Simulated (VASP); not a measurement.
# V(100) in VASP

Aim: model V(100) by a slab and find how far its highest filled level lies below the vacuum.

Program: VASP 6.6.1. Level of theory: PBE, spin-polarised from a ferromagnetic start; plane waves and PAW (V). Results are calculated unless marked as measured.

**1. Set-up**

The cell holds 7 atoms: 7 V. Cell: a = 3.020 Å, b = 3.020 Å, c = 27.060 Å, α = 90.0°, β = 90.0°, γ = 90.0°. Vacuum lies along c.

**2. Vacuum level and density of states**

A static run writes the electrostatic potential without exchange and correlation (LVHAR), which is flat in the vacuum and gives the level to count from. The dipole correction cancels the field that unlike faces would set up across the vacuum.

File INCAR:

```
SYSTEM = V
PREC = Normal
ENCUT = 300
EDIFF = 1E-06
NELM = 120
ISMEAR = -1
SIGMA = 0.1
LREAL = .FALSE.
ALGO = Fast
GGA = PE
NBANDS = 48
ISPIN = 2
MAGMOM = 2 2 2 2 2 2 2
LASPH = .TRUE.
LMAXMIX = 4
LORBIT = 11
LWAVE = .FALSE.
LCHARG = .TRUE.
IDIPOL = 3
LDIPOL = .TRUE.
DIPOL = 0.5 0.5 0.5
LVHAR = .TRUE.
LVACPOTAV = .TRUE.
LELF = .TRUE.
NEDOS = 1500
```

File POSCAR:

```
V
1.0
    3.0200000000      0.0000000000      0.0000000000
    0.0000000000      3.0200000000      0.0000000000
    0.0000000000      0.0000000000     27.0600000000
V
7
Direct
    0.0000000000      0.0000000000      0.3325942350
    0.5000000000      0.5000000000      0.3883961567
    0.0000000000      0.0000000000      0.4441980783
    0.5000000000      0.5000000000      0.5000000000
    0.0000000000      0.0000000000      0.5558019217
    0.5000000000      0.5000000000      0.6116038433
    0.0000000000      0.0000000000      0.6674057650
```

File KPOINTS:

```
Automatic mesh
0
Gamma
14 14 1
0 0 0
```

The projector-augmented-wave data sets are V (PBE family, release 64).

Run with:

```console
mpirun -np 2 vasp_std
```

The log of the run:

```text
[banner, memory and clock lines left out]
running    2 mpi-ranks, on    1 nodes
 distrk:  each k-point on    2 cores,    1 groups
 distr:  one band on    1 cores,    2 groups

 POSCAR found type information on POSCAR V
 POSCAR found :  1 types and       7 ions
 LDA part: xc-table for (Slater+PW92), standard interpolation
 POSCAR, INCAR and KPOINTS ok, starting setup
 FFT: planning ... GRIDC
 FFT: planning ... GRID_SOFT
 FFT: planning ... GRID
 WAVECAR not read
 entering main loop
       N       E                     dE             d eps       ncg     rms          rms(c)
DAV:   1     0.200888211740E+03    0.20089E+03   -0.80367E+03  6912   0.442E+02
DAV:   2    -0.532228025611E+02   -0.25411E+03   -0.22176E+03  6912   0.141E+02
DAV:   3    -0.705087549850E+02   -0.17286E+02   -0.15721E+02  7488   0.561E+01
DAV:   4    -0.709621404647E+02   -0.45339E+00   -0.45145E+00  7936   0.106E+01
DAV:   5    -0.709735324259E+02   -0.11392E-01   -0.11390E-01  8032   0.157E+00    0.330E+01
RMM:   6    -0.162068585236E+03   -0.91095E+02   -0.12864E+02 10337   0.619E+01    0.817E+01
RMM:   7    -0.514997273579E+02    0.11057E+03   -0.13629E+01  7341   0.211E+01    0.141E+01
RMM:   8    -0.604606696468E+02   -0.89609E+01   -0.88975E+00  7504   0.145E+01    0.259E+01
RMM:   9    -0.553918938364E+02    0.50688E+01   -0.31459E+00  7485   0.986E+00    0.137E+01
RMM:  10    -0.537152957684E+02    0.16766E+01   -0.86127E-01  7585   0.436E+00    0.993E+00
RMM:  11    -0.540229932944E+02   -0.30770E+00   -0.57374E-01  7637   0.374E+00    0.840E+00
RMM:  12    -0.550452062428E+02   -0.10222E+01   -0.66095E-01  7938   0.386E+00    0.751E+00
RMM:  13    -0.542217244805E+02    0.82348E+00   -0.23859E-01  7752   0.200E+00    0.420E+00
RMM:  14    -0.540519792563E+02    0.16975E+00   -0.52781E-01  8592   0.298E+00    0.439E+00
RMM:  15    -0.540820388695E+02   -0.30060E-01   -0.66487E-02  7742   0.127E+00    0.463E+00
RMM:  16    -0.538737550671E+02    0.20828E+00   -0.26198E-02  7958   0.605E-01    0.397E+00
RMM:  17    -0.540360730340E+02   -0.16232E+00   -0.19457E-02  8451   0.647E-01    0.318E+00
RMM:  18    -0.548834930282E+02   -0.84742E+00   -0.17990E-01 10126   0.118E+00    0.240E+00
RMM:  19    -0.556725748956E+02   -0.78908E+00   -0.12056E-01  9743   0.972E-01    0.279E+00
RMM:  20    -0.561980196257E+02   -0.52544E+00   -0.12595E-01  9867   0.966E-01    0.235E+00
RMM:  21    -0.569603193030E+02   -0.76230E+00   -0.16740E-01 10558   0.119E+00    0.128E+00
RMM:  22    -0.574965846891E+02   -0.53627E+00   -0.13010E-01  9803   0.810E-01    0.915E-01
RMM:  23    -0.579942654345E+02   -0.49768E+00   -0.13010E-01 10030   0.869E-01    0.931E-01
RMM:  24    -0.586401845408E+02   -0.64592E+00   -0.28587E-01 11190   0.121E+00    0.468E-01
RMM:  25    -0.590484076997E+02   -0.40822E+00   -0.26935E-01 10427   0.970E-01    0.454E-01
RMM:  26    -0.593887869280E+02   -0.34038E+00   -0.30712E-01 11260   0.106E+00    0.377E-01
RMM:  27    -0.595079375432E+02   -0.11915E+00   -0.89452E-02  9897   0.521E-01    0.243E-01
RMM:  28    -0.596131879672E+02   -0.10525E+00   -0.57441E-02  9915   0.403E-01    0.148E-01
RMM:  29    -0.596329448922E+02   -0.19757E-01   -0.12254E-02  9057   0.174E-01    0.129E-01
RMM:  31    -0.596627031059E+02   -0.27028E-02   -0.41089E-04  8269   0.600E-02    0.486E-02
RMM:  32    -0.596639327937E+02   -0.12297E-02   -0.13737E-04  8212   0.407E-02    0.187E-02
RMM:  33    -0.596642357839E+02   -0.30299E-03   -0.37034E-05  8080   0.198E-02    0.109E-02
RMM:  34    -0.596642786748E+02   -0.42891E-04   -0.76283E-06  7910   0.116E-02    0.728E-03
RMM:  35    -0.596643171814E+02   -0.38507E-04   -0.33607E-06  7164   0.611E-03    0.447E-03
RMM:  36    -0.596643085189E+02    0.86625E-05   -0.33323E-06  7074   0.405E-03    0.303E-03
RMM:  37    -0.596643248673E+02   -0.16348E-04   -0.18897E-06  6928   0.311E-03    0.369E-03
RMM:  38    -0.596643376369E+02   -0.12770E-04   -0.17581E-06  7168   0.367E-03    0.571E-03
RMM:  39    -0.596643373606E+02    0.27627E-06   -0.37383E-07  5772   0.238E-03
|                                                                             |
|           W    W    AA    RRRRR   N    N  II  N    N   GGGG   !!!           |
|           W    W   A  A   R    R  NN   N  II  NN   N  G    G  !!!           |
|           W    W  A    A  R    R  N N  N  II  N N  N  G       !!!           |
|           W WW W  AAAAAA  RRRRR   N  N N  II  N  N N  G  GGG   !            |
|           WW  WW  A    A  R   R   N   NN  II  N   NN  G    G                |
|           W    W  A    A  R    R  N    N  II  N    N   GGGG   !!!           |
|                                                                             |
|     Did not find any points to average over, which means that no vacuum     |
|     field-free region was found. Please increase the size of  your cell     |
|     in the dimension of the dipole correction to obtain accurate            |
|     workfunction values.                                                    |
|                                                                             |

   1 F= -.59664337E+02 E0= -.59465610E+02  d E =-.397454E+00  mag=     1.3331
```

Elapsed: 5.8 min, on 2 MPI ranks of Intel Xeon Platinum 8375C at 2.90GHz (Ice Lake), shared host; peak memory 0.47 GiB.

Lines that name or quote the potential files are left out of all logs, and their timing lines are given in words.

Parts of OUTCAR (step 2):

```text
ion  position               nearest neighbor table
   1  0.000  0.000  0.333-   2 2.62   2 2.62   2 2.62   2 2.62   3 3.02
   2  0.500  0.500  0.388-   3 2.62   3 2.62   3 2.62   3 2.62   1 2.62   1 2.62   1 2.62   1 2.62
                             4 3.02
   3  0.000  0.000  0.444-   2 2.62   2 2.62   2 2.62   2 2.62   4 2.62   4 2.62   4 2.62   4 2.62
                             1 3.02   5 3.02
   4  0.500  0.500  0.500-   3 2.62   5 2.62   3 2.62   5 2.62   3 2.62   5 2.62   3 2.62   5 2.62
                             2 3.02   6 3.02
   5  0.000  0.000  0.556-   6 2.62   6 2.62   6 2.62   6 2.62   4 2.62   4 2.62   4 2.62   4 2.62
                             7 3.02   3 3.02
   6  0.500  0.500  0.612-   5 2.62   5 2.62   5 2.62   5 2.62   7 2.62   7 2.62   7 2.62   7 2.62
                             4 3.02
   7  0.000  0.000  0.667-   6 2.62   6 2.62   6 2.62   6 2.62   5 3.02

  LATTYP: Found a simple tetragonal cell.
 ALAT       =     3.0200000000
 C/A-ratio  =     8.9602649007

 Subroutine GETGRP returns: Found 16 space group operations
 (whereof 16 operations were pure point group operations)

The static configuration has the point symmetry D_4h.

 Found     36 irreducible k-points:

   k-points           NKPTS =     36   k-points in BZ     NKDIM =     36   number of bands    NBANDS=     48

   dimension x,y,z NGX =    14 NGY =   14 NGZ =  120
   dimension x,y,z NGXF=    28 NGYF=   28 NGZF=  240

   ENCUT  =  300.0 eV  22.05 Ry    4.70 a.u.   4.27  4.27 38.22*2*pi/ulx,y,z

   NELECT =      35.0000    total number of electrons

 k-points in reciprocal lattice and weights: Automatic mesh
   0.00000000  0.00000000  0.00000000       0.005
   0.07142857  0.00000000  0.00000000       0.020
   0.14285714  0.00000000  0.00000000       0.020
   0.21428571  0.00000000  0.00000000       0.020
   0.28571429  0.00000000  0.00000000       0.020
   0.35714286  0.00000000  0.00000000       0.020
   0.42857143  0.00000000  0.00000000       0.020
   0.50000000  0.00000000  0.00000000       0.010
   0.07142857  0.07142857  0.00000000       0.020
[...]
0.50000000  0.42857143  0.00000000       0.020
   0.50000000  0.50000000  0.00000000       0.005

 dipolmoment           0.000000      0.000000     -0.000000 electrons x Angstroem

 average (electrostatic) potential at core
       1 -45.6536       2 -45.2512       3 -45.1942       4 -45.1844       5 -45.1942
       6 -45.2512       7 -45.6536

 E-fermi :   0.2624

 spin component 1
 k-point     1 :       0.0000    0.0000    0.0000
  band No.  band energies     occupation
    ...
      9      -2.1329      1.00000
     10      -1.4925      1.00000
     11      -0.5731      0.99976
     12      -0.0260      0.94705
     13      -0.0029      0.93419
     14       0.3781      0.23918
     15       0.3781      0.23918
     16       0.3843      0.22817
     17       0.3843      0.22817
     18       0.5121      0.07610
    ...

 k-point     2 :       0.0714    0.0000    0.0000
  band No.  band energies     occupation
    ...
      9      -2.0843      1.00000
     10      -1.4704      1.00000
     11      -0.5956      0.99981
     12      -0.0703      0.96534
     13      -0.0393      0.95336
     14       0.3160      0.36904
     15       0.3208      0.35808
     16       0.3258      0.34673
     17       0.4446      0.13922
     18       0.4658      0.11567
    ...

 k-point     3 :       0.1429    0.0000    0.0000
  band No.  band energies     occupation
    ...
     12      -0.1992      0.99021
     13      -0.1284      0.98032
     14       0.1013      0.83364
     15       0.1845      0.68550
     16       0.2001      0.65099
     17       0.2831      0.44859
     18       0.4307      0.15669
     19       0.5042      0.08185
     20       0.6367      0.02315
     21       0.6388      0.02267
    ...

 k-point     4 :       0.2143    0.0000    0.0000
  band No.  band energies     occupation
    ...
     14      -0.1465      0.98353
     15      -0.0755      0.96703
     16       0.0684      0.87436
     17       0.1810      0.69303
     18       0.2264      0.58915
     19       0.4612      0.12053
     20       0.6126      0.02925
     21       0.6291      0.02491
     22       0.9090      0.00155
     23       0.9216      0.00137
    ...

 k-point     5 :       0.2857    0.0000    0.0000
  band No.  band energies     occupation
    ...
     14      -0.3508      0.99783
     15      -0.0681      0.96459
     16      -0.0378      0.95266
     17       0.0338      0.90775
     18       0.2445      0.54457
     19       0.4392      0.14586
     20       0.4588      0.12310
     21       0.5270      0.06625
     22       1.2427      0.00006
     23       1.2531      0.00005
    ...

 k-point     6 :       0.3571    0.0000    0.0000
  band No.  band energies     occupation
    ...
     12      -0.4278      0.99900
     13      -0.4105      0.99881
     14      -0.2430      0.99366
     15      -0.1946      0.98975
     16      -0.1415      0.98269
     17       0.3053      0.39450
     18       0.3780      0.23940
     19       0.3918      0.21514
     20       0.4170      0.17573
     21       0.6185      0.02762
    ...

  Total       -8.0310484     -8.0310484     -6.0599092      0.0000000     -0.0000000      0.0000000
  in kB      -52.1364127    -52.1364127    -39.3400600      0.0000000     -0.0000000      0.0000000
  external PRESSURE =     -47.8709618 kB  Pullay stress =       0.0000000 kB

  energy-cutoff  :      300.00
  volume of cell :      246.80
      direct lattice vectors                 reciprocal lattice vectors
     3.020000000  0.000000000  0.000000000     0.331125828  0.000000000  0.000000000
     0.000000000  3.020000000  0.000000000     0.000000000  0.331125828  0.000000000
     0.000000000  0.000000000 27.060000000     0.000000000  0.000000000  0.036954915

 POSITION                                       TOTAL-FORCE (eV/Angst)
 -----------------------------------------------------------------------------------
      0.00000      0.00000      9.00000         0.000000     -0.000000      1.125616
      1.51000      1.51000     10.51000         0.000000     -0.000000     -0.581376
      0.00000      0.00000     12.02000         0.000000     -0.000000     -0.226833
      1.51000      1.51000     13.53000         0.000000     -0.000000      0.000000
      0.00000      0.00000     15.04000         0.000000      0.000000      0.226833
      1.51000      1.51000     16.55000         0.000000     -0.000000      0.581376
      0.00000      0.00000     18.06000        -0.000000      0.000000     -1.125616
 -----------------------------------------------------------------------------------
    total drift:                                0.000000      0.000000      0.000000

  FREE ENERGIE OF THE ION-ELECTRON SYSTEM (eV)
  ---------------------------------------------------
  free  energy   TOTEN  =       -59.6643373606 eV

  energy  without entropy=      -59.2668833463  energy(sigma->0) =      -59.46561035

 vacuum level on the upper side and lower side of the slab         3.923         3.923

 total charge
# of ion       s       p       d       tot
------------------------------------------
    1        0.506   0.375   3.349   4.230
    2        0.562   0.629   3.494   4.685
    3        0.561   0.639   3.503   4.703
    4        0.564   0.639   3.499   4.702
    5        0.561   0.639   3.503   4.703
    6        0.562   0.629   3.494   4.685
    7        0.506   0.375   3.349   4.230
--------------------------------------------------
tot          3.823   3.924  24.192  31.939

 magnetization (x)
# of ion       s       p       d       tot
------------------------------------------
    1        0.013  -0.001   0.982   0.995
    2       -0.007  -0.013  -0.310  -0.330
    3       -0.002  -0.007  -0.108  -0.117
    4        0.001   0.005   0.023   0.029
    5       -0.002  -0.007  -0.108  -0.117
    6       -0.007  -0.013  -0.310  -0.330
    7        0.013  -0.001   0.982   0.995
--------------------------------------------------
tot          0.010  -0.038   1.153   1.125

[... 6 further parts left out ...]
```

The magnetic state follows from one typed start and may not be the lowest. With spin, VASP writes an ELF for each channel. The data set V keeps the semicore shell frozen, which is cheaper and a little less accurate.

This step gave:

* electronic cycles: 39
* electrons: 35
* free energy (TOTEN): -59.6643 eV
* energy at zero smearing: -59.4656 eV
* Fermi energy: 0.2624 eV
* moment of the cell, from the last line of the log: 1.333 μB
* labelled metallic, from the levels on this mesh: yes
* DOS at the Fermi level: 12.21 states/eV/cell
* dipole moment: 0, 0, 0 e·Å
* vacuum levels: 3.923, 3.923 eV
* work functions of the upper and lower face: 3.661, 3.661 eV

Spin moment in the PAW sphere by atom:

| atom | spin moment in the PAW sphere (μB) |
| --- | --- |
| V1 | 0.995 |
| V2 | -0.330 |
| V3 | -0.117 |
| V4 | 0.029 |
| V5 | -0.117 |
| V6 | -0.330 |
| V7 | 0.995 |

The density of states has structure finer than the step of the table below, so its rows give means over 1 eV, whole bins alone (the curve runs from -7.60 to 7.97 eV). Peaks (eV: height): total up -2.3: 5.43, -0.6: 7.64, 0.0: 7.61, 2.3: 8.54; total down -2.1: 5.14, -0.6: 7.08, 2.5: 9.61; V s up -2.8: 0.741; V s down -2.8: 0.722; V p up -2.2: 0.578, -0.6: 0.791, 5.1: 0.417, 6.5: 0.425.

Means over bins of 0.060 eV. Density of states against energy, zero at the Fermi level; means over each step; 7 of 8 lines; values in states/eV/cell:

| energy (eV) | total up | total down | V s up | V s down | V p up | V p down | V d up |
| --- | --- | --- | --- | --- | --- | --- | --- |
| -7 | 9.3e-4 | 0.00119 | 7.7e-4 | 9.9e-4 | 4.3e-6 | 4.6e-6 | 0 |
| -6 | 0.126 | 0.128 | 0.101 | 0.104 | 0.00719 | 0.00776 | 3.1e-4 |
| -5 | 0.371 | 0.368 | 0.263 | 0.261 | 0.0465 | 0.0481 | 0.00999 |
| -4 | 0.675 | 0.658 | 0.381 | 0.371 | 0.123 | 0.124 | 0.0735 |
| -3 | 2.30 | 2.19 | 0.635 | 0.614 | 0.295 | 0.291 | 1.11 |
| -2 | 4.62 | 4.22 | 0.428 | 0.446 | 0.478 | 0.461 | 3.25 |
| -1 | 6.73 | 6.25 | 0.0748 | 0.0750 | 0.650 | 0.658 | 5.50 |
| 0 | 6.53 | 5.29 | 0.0743 | 0.0700 | 0.622 | 0.657 | 5.33 |
| 1 | 4.29 | 4.85 | 0.0525 | 0.0475 | 0.373 | 0.302 | 3.43 |
| 2 | 7.26 | 8.65 | 0.0533 | 0.0616 | 0.234 | 0.254 | 6.66 |
| 3 | 5.48 | 5.62 | 0.0841 | 0.0748 | 0.209 | 0.218 | 4.84 |
| 4 | 2.25 | 1.99 | 0.103 | 0.0861 | 0.276 | 0.242 | 1.23 |
| 5 | 1.94 | 1.89 | 0.0879 | 0.0956 | 0.352 | 0.338 | 0.735 |
| 6 | 1.76 | 1.42 | 0.0777 | 0.0637 | 0.346 | 0.300 | 0.477 |
| 7 | 1.38 | 1.20 | 0.0525 | 0.0439 | 0.289 | 0.257 | 0.326 |

The planar average of the electrostatic potential oscillates, so the rows of the table below give means over windows of 1.47 Å about each position, cut where the curve ends. Its maxima inside the range that stand out by 2 % of the span (Å: eV): 9.8: -5.00, 11.3: -5.04, 12.7: -5.02, 14.3: -5.02, 15.8: -5.04, 17.3: -5.00. Its minima: 9.0: -7.15, 10.5: -6.98, 12.1: -6.96, 13.5: -6.93, 15.0: -6.96, 16.6: -6.98, 18.0: -7.15.

Zero at the Fermi level. Table of planar average of the electrostatic potential by height; means over each step:

| height (Å) | planar average of the electrostatic potential (eV) |
| --- | --- |
| 0.73 | 3.66 |
| 2.21 | 3.66 |
| 3.68 | 3.66 |
| 5.15 | 3.65 |
| 6.62 | 3.38 |
| 8.09 | -1.12 |
| 9.55 | -6.03 |
| 11.03 | -5.98 |
| 12.50 | -5.96 |
| 13.97 | -5.94 |
| 15.44 | -5.98 |
| 16.91 | -5.98 |
| 18.38 | -4.64 |
| 19.85 | 2.68 |
| 21.32 | 3.62 |
| 22.79 | 3.66 |
| 24.26 | 3.66 |
| 25.73 | 3.66 |

Density of states in the PAW spheres, an atom over height of the layer and energy from the Fermi level.

Values in states/eV, 22 rows by 7 columns, each cell a mean:
```
2.06 0.89 0.83 1.02 0.83 0.89 2.06
2.07 1.25 1.39 1.66 1.39 1.25 2.07
1.84 1.60 1.93 1.92 1.93 1.60 1.84
1.86 1.80 2.04 1.95 2.04 1.80 1.86
1.59 1.74 1.59 1.67 1.59 1.74 1.59
1.21 1.31 0.90 0.97 0.90 1.31 1.21
1.06 1.34 1.09 0.99 1.09 1.34 1.06
0.93 1.29 1.22 1.17 1.22 1.29 0.93
0.51 0.84 0.98 0.97 0.98 0.84 0.51
0.28 0.48 0.56 0.56 0.56 0.48 0.28
0.17 0.26 0.27 0.28 0.27 0.26 0.17
0.14 0.19 0.19 0.20 0.19 0.19 0.14
0.09 0.15 0.14 0.14 0.14 0.15 0.09
0.07 0.12 0.12 0.11 0.12 0.12 0.07
0.06 0.10 0.10 0.08 0.10 0.10 0.06
0.03 0.07 0.08 0.08 0.08 0.07 0.03
0.01 0.04 0.06 0.07 0.06 0.04 0.01
0.01 0.02 0.03 0.03 0.03 0.02 0.01
0.00 0.00 0.00 0.00 0.00 0.00 0.00
0.00 0.00 0.00 0.00 0.00 0.00 0.00
0.00 0.00 0.00 0.00 0.00 0.00 0.00
0.00 0.00 0.00 0.00 0.00 0.00 0.00
```
Columns: height of the layer (Å) from 9 to 18.1; rows upwards: energy from the Fermi level (eV) from -7.9 to 0.5.

Force by atom:

| atom | x (eV/Å) | y (eV/Å) | z (eV/Å) | size |
| --- | --- | --- | --- | --- |
| V1 | 0.00 | 0.00 | 1.13 | 1.13 |
| V2 | 0.00 | 0.00 | -0.58 | 0.58 |
| V3 | 0.00 | 0.00 | -0.23 | 0.23 |
| V4 | 0.00 | 0.00 | 0.00 | 0.00 |
| V5 | 0.00 | 0.00 | 0.23 | 0.23 |
| V6 | 0.00 | 0.00 | 0.58 | 0.58 |
| V7 | 0.00 | 0.00 | -1.13 | 1.13 |

Spin density in the ca plane at fractional y = 0.000, with atoms of V within 0.2 Å of it.

Values in e/Å³, 5 rows by 16 columns, each cell a mean:
```
 0.01  0.21  0.33  0.02 -0.02 -0.03  0.00 -0.02 -0.03  0.00  0.16  0.37  0.04  0.00  0.00  0.00
 0.01  0.04  0.04  0.00 -0.01  0.00  0.00  0.00  0.00 -0.01  0.02  0.05  0.02  0.00  0.00  0.00
 0.01  0.02  0.01 -0.01  0.00  0.00  0.00  0.00  0.00 -0.01  0.00  0.02  0.01  0.00  0.00  0.00
 0.01  0.07  0.09  0.00 -0.01 -0.01  0.00  0.00 -0.01 -0.01  0.05  0.11  0.02  0.00  0.00  0.00
 0.01  0.27  0.45  0.02 -0.02 -0.05  0.00 -0.02 -0.04  0.00  0.21  0.49  0.04  0.00  0.00  0.00
```
Columns run along c (16.0 Å, from fractional 0.26 to 0.85 of the cell), rows up along a (3.0 Å). Atoms in or near the plane, at fractional coordinates: V at (0.33, 0.00), V at (0.44, 0.00), V at (0.56, 0.00), V at (0.67, 0.00).

ELF of up spins in the ca plane at fractional y = 0.000, with atoms of V within 0.2 Å of it. It is the smooth field of the valence electrons, not physical close to the nuclei.

Ten even steps from '0' (0.00) to '9' (0.56), each cell a mean:
```
11110001487200002684100014872000011111000000
22221013798521025897310136985211122221000000
34433356898864358999743478888643334321100000
45555789878998799989987899789986555432100000
34444568888975579999865689888764444432100000
23222125799641136998521257986321223321000000
22110002587310013795200025973100111211000000
11100000476200001573000003862000011111000000
```
Columns run along c (16.0 Å, from fractional 0.26 to 0.85 of the cell), rows up along a (3.0 Å). Atoms in or near the plane, at fractional coordinates: V at (0.33, 0.00), V at (0.44, 0.00), V at (0.56, 0.00), V at (0.67, 0.00).

[end of part 1 of 2]

[Lines on the potential files, build, host, timing and source positions are cut from VASP's logs without a mark.]

[Logs are printed without paths, hosts, clocks, repeated set-up lines and the standing remarks that a program may print on its own settings, such as how far it seeks lower states.]

[Hosts, paths, dates, database ids (printed as entryN), source tags and the programs' standing remarks are cut or masked in the printed files.]

[In band tables of VASP the shares of atoms and orbitals are scaled to a sum of 1 inside the atoms' spheres.]

[Runs that stopped without an error message from VASP are left out.]
